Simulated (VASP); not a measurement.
Method: LDA (Ceperley-Alder, Perdew-Zunger) with D3 dispersion (Becke-Johnson damping), VASP's LDA PAW potentials (set 64) (plane waves; VASP).

Input for VASP

File KPOINTS:
```
Regular mesh
0
Gamma
6 6 6
0.5 0.5 0.5
```

### INCAR
```
LCHARG = .False.
LREAL = .False.   ! projection in real space or not
ALGO = Normal   ! blocked Davidson
LWAVE = .False.
LMAXMIX = 4
SYSTEM = Ga2O3
NELM = 100
ISMEAR = 0
ISIF = 2
LASPH = .True.   ! aspherical one-centre terms
PREC = Accurate
EDIFF = 1E-6   ! SCF stop (eV)
SIGMA = 0.01   ! width (eV)
IVDW = 12
ENCUT = 400   ! plane-wave cut-off (eV)
```

### POSCAR
```
Ga2O3
9.0594620
  0.2786519773   0.1608797520   0.5000000000
 -0.2786519773   0.1608797520   0.5000000000
  0.0000000000  -0.3217595040   0.5000000000
Ga O
4 6
Cart
 -0.0000000000  -0.0000000000   1.2833850000
  0.0000000000  -0.0000000000   0.2166150000
  0.0000000000   0.0000000000   0.9666150000
  0.0000000000  -0.0000000000   0.5333850000
  0.0844761335   0.1754425872   0.6250000000
 -0.0844761335  -0.1754425872   0.8750000000
 -0.1941758439  -0.0145628352   0.6250000000
  0.1941758439   0.0145628352   0.8750000000
  0.1096997104  -0.1608797520   0.6250000000
 -0.1096997104   0.1608797520   0.8750000000
```

POTCAR, in this order: Ga_d O (LDA.64 set). Program: vasp_std.

Output of the run:

**stdout**
```
 POSCAR found type information on POSCAR GaO
 POSCAR found :  2 types and      10 ions
 Reading from existing POTCAR
 Reading from existing POTCAR

 -----------------------------------------------------------------------------
|                                                                             |
|     EEEEEEE  RRRRRR   RRRRRR   OOOOOOO  RRRRRR      ###     ###     ###     |
|     E        R     R  R     R  O     O  R     R     ###     ###     ###     |
|     E        R     R  R     R  O     O  R     R     ###     ###     ###     |
|     EEEEE    RRRRRR   RRRRRR   O     O  RRRRRR       #       #       #      |
|     E        R   R    R   R    O     O  R   R                               |
|     E        R    R   R    R   O     O  R    R      ###     ###     ###     |
|     EEEEEEE  R     R  R     R  OOOOOOO  R     R     ###     ###     ###     |
|                                                                             |
|     Unsupported xc functional, please specify VDW_S6, VDW_S8, VDW_A1        |
|     and VDW_A2 in the INCAR file.                                           |
|                                                                             |
|       ---->  I REFUSE TO CONTINUE WITH THIS SICK JOB ... BYE!!! <----       |
|                                                                             |
 -----------------------------------------------------------------------------
```

VASP stops with an error: Unsupported xc functional, please specify VDW_S6, VDW_S8, VDW_A1 and VDW_A2 in the INCAR file. ----> I REFUSE TO CONTINUE WITH THIS SICK JOB ... BYE!!! <----

The structure comes from a computed database's Ga2O3 entry; how it stands against other phases isn't given here. The cell was not relaxed at this level. The run is one of a series of settings (IVDW = 12 against the base run), some of them coarse on purpose.
